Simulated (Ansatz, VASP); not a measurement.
# HfTa in VASP and in Ansatz

```xyz
2
Lattice="0.0000 2.8249 2.8249 2.8249 0.0000 2.8249 2.8249 2.8249 0.0000" Properties=species:S:1:pos:R:3 pbc="T T T"
Hf    0.0000    0.0000    0.0000
Ta    2.8249    2.8249    2.8249
```

Change from the starting cell: species swapped into the TmAs type (Fm-3m, No. 225).

Alike in both runs: functional PBE; k mesh 18 × 18 × 18; occupations gaussian, width 0.1 eV; no spin polarisation.

Ansatz relaxed the structure, and its values are those at the end. VASP's run is a single point on that final structure, the one shown.

```csv
,VASP,Ansatz
version,VASP 6.6.1,Ansatz 0.2.0
potentials or method,"VASP PAW PBE potentials, release 64 (Hf_pv, Ta_pv)","scalar-relativistic, plane waves, PAW"
plane-wave cutoff (eV),520,420
valence electrons in the cell,21,39
```

|  | VASP | Ansatz | Ansatz less VASP |
| --- | --- | --- | --- |
| gap on the k mesh at the Fermi level (eV) | none | none | - |
| pressure (GPa) | -0.2 | 0.0 | +0.20 |

A gap of «none» marks a metal or a gap that the smearing closes. The two sets of potentials don't hold the same shells in valence.

Spin-orbit coupling is left out, which matters for the levels of Hf, Ta.
